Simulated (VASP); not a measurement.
```xyz
3
Lattice="0.0000 3.1950 3.1950 3.1950 0.0000 3.1950 3.1950 3.1950 0.0000" Properties=species:S:1:pos:R:3 pbc="T T T"
Mg     1.5975     1.5975     1.5975
Mg     4.7925     4.7925     4.7925
Ge     0.0000     0.0000     0.0000
```

The base run (VASP): PBE GGA, plane waves, VASP's PBE PAW potentials (set 64). Settings: 400 eV cut-off, 7×7×7 Γ-centred mesh, Gaussian smearing of 0.050 eV, potentials Mg Ge_d.

One setting is varied; ΔE counts from the most expensive setting. The base run took about 10 core-seconds. Times come from single runs on busy shared machines, so they are rough: good to a factor of about 2.

Pressures at a finite cut-off, here 400 eV, hold a Pulay part, which wasn't tested here.

| setting | cost over the base run | electronic steps | ΔE (meV/atom) | pressure (GPa) |
|---|---|---|---|---|
| KGAMMA = .FALSE., KSPACING = 0.6, KPOINTS file removed | within a factor of 2 | 13 | 187.1 | 0.25 |
| KGAMMA = .TRUE., KSPACING = 0.8, KPOINTS file removed | within a factor of 2 | 13 | 187.1 | 0.25 |
| KGAMMA = .TRUE., KSPACING = 0.35, KPOINTS file removed | within a factor of 2 | 12 | 21.9 | 0.38 |
| KGAMMA = .FALSE., KSPACING = 0.4, KPOINTS file removed | within a factor of 2 | 12 | 21.9 | 0.38 |
| base run | reference | 12 | 3.5 | 0.45 |
| KGAMMA = .FALSE., KSPACING = 0.16, KPOINTS file removed | about 2 times | 12 | 0.0 | 0.49 |

Left out are runs that failed, have no time on record or changed the cell.

The compound is Mg2Ge in the antifluorite structure. The cell was not relaxed at this level.
